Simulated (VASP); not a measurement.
Set up this calculation in VASP 6.6.1, as the native input.

- Task: relaxation of cell and atoms
- Functional: PBEsol
- Potentials or basis: VASP PAW PBE potentials, release 64 (Hg, S, Se)
- Cutoff: 600 eV
- k mesh: 6 × 6 × 6
- Occupations: gaussian, width 0.03 eV
- Spin: no spin polarisation
- Further INCAR settings: ALGO = Normal; EDIFF = 1e-06; IBRION = 2; EDIFFG = -0.01; NSW = 90; ISIF = 3

The structure of Hg4Se3S lies in POSCAR:

```
Hg4Se3S
1.0
    0.0000000000      6.0214250000      6.0214250000
    6.0214250000      0.0000000000      6.0214250000
    6.0214250000      6.0214250000      0.0000000000
Hg S Se
8 2 6
Direct
    0.0000000000      0.0000000000      0.0000000000
    0.0000000000      0.0000000000      0.5000000000
    0.0000000000      0.5000000000      0.0000000000
    0.0000000000      0.5000000000      0.5000000000
    0.5000000000      0.0000000000      0.0000000000
    0.5000000000      0.0000000000      0.5000000000
    0.5000000000      0.5000000000      0.0000000000
    0.5000000000      0.5000000000      0.5000000000
    0.1250000000      0.1250000000      0.1250000000
    0.1250000000      0.1250000000      0.6250000000
    0.1250000000      0.6250000000      0.1250000000
    0.1250000000      0.6250000000      0.6250000000
    0.6250000000      0.1250000000      0.1250000000
    0.6250000000      0.1250000000      0.6250000000
    0.6250000000      0.6250000000      0.1250000000
    0.6250000000      0.6250000000      0.6250000000
```

The cell was built by a generator and needn't be a form met in nature.

These files were run (other wordings do the same):

INCAR

```
PREC = Accurate
ENCUT = 600
EDIFF = 1E-6
ISMEAR = 0
SIGMA = 0.03
LREAL = F
LASPH = T
NELM = 80
ALGO = Normal
ISIF = 3
LWAVE = F
LCHARG = F
GGA = PS
IBRION = 2
NSW = 90
EDIFFG = -0.01
LUSENCCL = F
```

KPOINTS

```
regular mesh
0
Gamma
  6 6 6
```

Potentials or basis: VASP PAW PBE potentials, release 64 (Hg, S, Se).

Run with:

```bash
$ cat potpaw_PBE.64/Hg/POTCAR potpaw_PBE.64/S/POTCAR potpaw_PBE.64/Se/POTCAR > POTCAR
$ mpirun -np 1 vasp_std > vasp.out
```

It gave:

```yaml
Relaxed_volume: 28.11 Å³/atom
Relaxed_cell: a = 8.600 Å, b = 8.600 Å, c = 8.597 Å, α = 60.01°, β = 60.01°, γ = 60.01°
Space_group_after_relaxing_to_0.05_Å: Amm2 (No. 38)
Energy_gained_by_relaxing: 11.6 meV/atom
Ionic_steps: 12
Pressure_after_relaxing: 0.0 GPa
Largest_force_after_relaxing: 0.006 eV/Å
Band_gap_on_the_k_mesh: 0.02 eV
```

Caveat: the PAW data sets were made with another functional, which shifts forces and pressure a little; spin-orbit coupling is left out, which moves the levels of the heavy elements.

It took 91 min on 1 × NVIDIA H100 80GB with 1 thread of AMD EPYC 7R13 Processor (Zen 3), with other jobs on the host, peak memory 2.6 GiB.
